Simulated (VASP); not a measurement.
Set up this calculation in VASP 6.6.1, as the native input.

| Item | Value |
| --- | --- |
| Task | single point |
| Functional | PBE |
| Dispersion | D3(BJ) |
| Potentials or basis | VASP PAW PBE potentials, release 64 (O, H, S) |
| Cutoff | 520 eV |
| k mesh | 1 × 1 × 1 |
| Occupations | fermi-dirac, width 0.02 eV |
| Spin | no spin polarisation |
| Dipole correction | no |
| Further INCAR settings | LREAL = Auto; ALGO = Fast; EDIFF = 1e-06; NBANDS = 38 |

The structure of H8SO6 lies in POSCAR:

```
H8SO6
1.0
    5.5891800000      0.0000000000      0.0000000000
    0.0000000000      5.5891800000      0.0000000000
    0.0000000000      0.0000000000      5.5891800000
O H S
6 8 1
Direct
    0.8525937615      0.1013565496      0.3618419876
    0.2552789497      0.2632049782      0.5757552986
    0.3677820360      0.7359040145      0.2880207830
    0.5695289828      0.3599096826      1.1030777323
    0.5973684870      0.8045545143      0.8696803467
    0.9029052562      0.5300419740      0.7286936545
    0.9871752207      0.2107822614      0.4217613317
    0.9232481330     -0.0392723083      0.2926368448
    0.2084742306      0.2961615121      0.7469432010
    0.4009532704      0.1371757574      0.5795483416
    0.3735789508      0.8442383319      0.1510060510
    0.2801842131      0.7791303912      0.4427483101
    0.4610515317      0.4427304184      1.2239004648
    0.6557133605      0.2395700264      1.2222365356
    0.7814205304      0.6432070536      0.9311562698
```

The cell was built by a generator and needn't be a form met in nature.

These files were run (other wordings do the same):

INCAR

```
ALGO     = Fast           # electronic algorithm
EDIFF    = 1E-6           # SCF threshold, eV
ENCUT    = 520            # plane-wave cutoff, eV
GGA      = PE             # functional
ISIF     = 2              # what is computed and relaxed
ISMEAR   = -1             # smearing method
IVDW     = 12             # dispersion correction
LASPH    = True           # aspherical terms in the spheres
LCHARG   = True           # write CHGCAR
LELF     = True           # ELF
LREAL    = Auto         
LVHAR    = True         
LWAVE    = False          # write WAVECAR
NBANDS   = 38             # bands
NELM     = 100            # most SCF steps
PREC     = Accurate       # precision mode
SIGMA    = 0.02           # smearing width, eV
```

KPOINTS

```
k-points
0
Gamma
  1 1 1
```

Potentials or basis: VASP PAW PBE potentials, release 64 (O, H, S).

The run is started by

```console
$ cat potpaw_PBE.64/O/POTCAR potpaw_PBE.64/H/POTCAR potpaw_PBE.64/S/POTCAR > POTCAR
$ mpirun -np 1 vasp_gam > vasp.out
```

Results of the run:

* Pressure: -2.4 GPa
* Largest force: 3.397 eV/Å
* Band gap on the k mesh: 3.92 eV, direct
* Dispersion energy per atom: -0.046 eV

Run time: 23 s on 1 thread of Intel(R) Xeon(R) Platinum 8488C (Sapphire Rapids), with other jobs on the host, peak memory 0.25 GiB.
